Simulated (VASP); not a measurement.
A run of VASP 6.6.1:

Contents of INCAR:

```
SYSTEM = BiSbS4
  PREC = Normal
  ENCUT = 520
  EDIFF = 1E-4
  ISMEAR = 0
  SIGMA = 0.15
  LREAL = .FALSE.
  LASPH = .TRUE.
  NELM = 60
  ALGO = Fast
  ISIF = 3
  LWAVE = .FALSE.
  LCHARG = .FALSE.
  GGA = PE
  IBRION = 2
  NSW = 24
  EDIFFG = -0.08
  KPAR = 2
```

The input KPOINTS:

```
regular mesh
0
G
  4 4 1
  0 0 0
```

File POSCAR:

```
BiSbS4
1.0
    3.7069030400      0.0000000000      0.0000000000
   -1.8534515200      3.2102722000      0.0000000000
    0.0000000000      0.0000000000     14.0326552600
Sb Bi S
1 1 4
Direct
    0.0000000000      0.0000000000      0.0000000000
    0.0000000000      0.0000000000      0.5000000000
    0.3333333300      0.6666666700      0.8780300000
    0.3333333300      0.6666666700      0.3713200100
    0.6666666700      0.3333333300      0.6286799900
    0.6666666700      0.3333333300      0.1219700000
```

Potentials or basis: VASP PAW PBE potentials, release 64 (Sb, Bi_d, S).

Run with:

```bash
$ cat potpaw_PBE.64/Sb/POTCAR potpaw_PBE.64/Bi_d/POTCAR potpaw_PBE.64/S/POTCAR > POTCAR
$ mpirun -np 2 vasp_std > vasp.out
```

Hardware: 2 MPI ranks on AMD EPYC 7R43 64-Core Processor (Zen 3) (shared host).

Q: Estimate the wall time of this run.

A: Wall time 74 s on 2 MPI ranks on AMD EPYC 7R43 64-Core Processor (Zen 3), on a shared host, peak memory 0.17 GiB a rank. Counts: scf iterations 56, k points 4, ion steps 7.
